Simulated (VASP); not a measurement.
Data:

```xyz
2
Lattice="0.0000 4.1364 4.1364 4.1364 0.0000 4.1364 4.1364 4.1364 0.0000" Properties=species:S:1:pos:R:3 pbc="T T T"
Cs     0.0000     0.0000     0.0000
I      4.1364     4.1364     4.1364
```

Method: PBEsol GGA, VASP's PBE PAW potentials (set 64) (plane waves; VASP). Numerical set-up: 400 eV cut-off, 5×5×5 Γ-centred mesh, Gaussian smearing of 0.050 eV, potentials Cs_sv I.

Energy and stress use the plane-wave basis of the starting cell.

### Question
The ions, cell shape and volume are relaxed. Predict the relaxed structure.

### Answer

```xyz
2
Lattice="0.0000 3.8241 3.8241 3.8241 0.0000 3.8241 3.8241 3.8241 0.0000" Properties=species:S:1:pos:R:3 pbc="T T T"
Cs     0.0000     0.0000     0.0000
I      3.8241     3.8241     3.8241
```
Space group Fm-3m (225), at a tolerance of 0.03 Å.

### Question
How do energy and volume change from the first to the last step?

### Answer
The energy (σ→0) changes by -75.5 meV/atom and the volume by -21.0 %, in 5 ionic steps.

The structure was generated: CsI was put into the rock salt type (Fm-3m), which need not be its known phase. This run relaxes it. Symmetry was kept, so distortions that lower it aren't found.
